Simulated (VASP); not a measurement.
An input for Ansatz (written as the equivalent of a VASP run, and not itself run):

Ansatz 0.2 input:
```yaml
crystal:
  lattice:
    - [4.2621300, 0.0000000, 0.0000000]
    - [-2.1310650, 3.6911130, 0.0000000]
    - [0.0000000, 0.0000000, 6.9608700]
  atoms:
    - { symbol: Mg, position: [0.3333330, 0.6666670, 0.0000000] }
    - { symbol: Mg, position: [0.6666670, 0.3333330, 0.5000000] }
    - { symbol: Se, position: [0.3333330, 0.6666670, 0.3750000] }
    - { symbol: Se, position: [0.6666670, 0.3333330, 0.8750000] }
kpoints:
  mp_grid: { grid: [7, 7, 4] }
hamiltonian:
  xc: r2scan
  pseudopotentials: { kind: paw }
scf:
  occupations: { method: gaussian, width: 0.05 }
  max_iter: 100
relax:
  max_steps: 60
  f_tol: 0.01
  cell: {}
output: { forces: true, stress: true, eigenvalues: true }
```

Problem. Translate this input to VASP (INCAR, KPOINTS, POSCAR, choice of POTCAR).

Solution. This is not unique; one that fits is 
File KPOINTS:
```
Automatic mesh
0
Gamma
7 7 4
0 0 0
```

### INCAR
```
# general
SYSTEM =MgSe
PREC   =Accurate
ENCUT  =400
LREAL  =F
LASPH  =T

# electronic loop
EDIFF  =1E-6
NELM   =100
ALGO   =Normal
LMAXMIX=4
LMIXTAU=T

# smearing
ISMEAR =0
SIGMA  =0.05

# functional
METAGGA=R2SCAN

# ions
IBRION =2
NSW    =60
ISIF   =3
EDIFFG =-0.01

# output
LWAVE  =F
LCHARG =F
```

### POSCAR
```
MgSe
1.0
  4.2621300000   0.0000000000   0.0000000000
 -2.1310650000   3.6911130000   0.0000000000
  0.0000000000   0.0000000000   6.9608700000
Mg Se
2 2
Cartesian
 -0.0000021311   2.4607432304   0.0000000000
  2.1310671311   1.2303697696   3.4804350000
 -0.0000021311   2.4607432304   2.6103262500
  2.1310671311   1.2303697696   6.0907612500
```

POTCAR, in this order: Mg Se (PBE.64 set). Program: vasp_std.

What does not carry over: each code has its own PAW files, so the cut-off isn't converted (ENCUT is set for VASP's; basis.ecutwfc is left out, and Ansatz then takes the one that its files recommend); Ansatz stops its SCF on the density residual and VASP on the energy change (EDIFF).

The structure was generated: MgSe was put into the wurtzite type (P6_3mc), which need not be its known phase. This run relaxes it. Symmetry was kept, so distortions that lower it aren't found.
